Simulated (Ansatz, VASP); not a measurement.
# SbOs: VASP beside Ansatz

```xyz
2
Lattice="0.0000 2.7136 2.7136 2.7136 0.0000 2.7136 2.7136 2.7136 0.0000" Properties=species:S:1:pos:R:3 pbc="T T T"
Os    2.7136    2.7136    2.7136
Sb    0.0000    0.0000    0.0000
```

Alike in both runs: task single point; functional PBEsol; k mesh 12 × 12 × 12; occupations gaussian, width 0.05 eV; no spin polarisation.

```csv
,VASP,Ansatz
version,VASP 6.6.1,Ansatz 0.2.0
potentials or method,"VASP PAW PBE potentials, release 64 (Os, Sb)","scalar-relativistic, plane waves, PAW"
plane-wave cutoff (eV),520,420
valence electrons in the cell,13,31
```

VASP gave:

```
gap on the k mesh at the Fermi level (eV) : none
pressure (GPa)                            : -5.8
```

Q: What did Ansatz give for the same quantities?

A: gap on the k mesh at the Fermi level (eV): none; pressure (GPa): -5.9.

A gap of «none» marks a metal or a gap that the smearing closes. The two sets of potentials don't hold the same shells in valence.

Caveats: the PAW data sets were made with another functional, which shifts forces and pressure a little (VASP). Spin-orbit coupling is left out, which matters for the levels of Os, Sb.
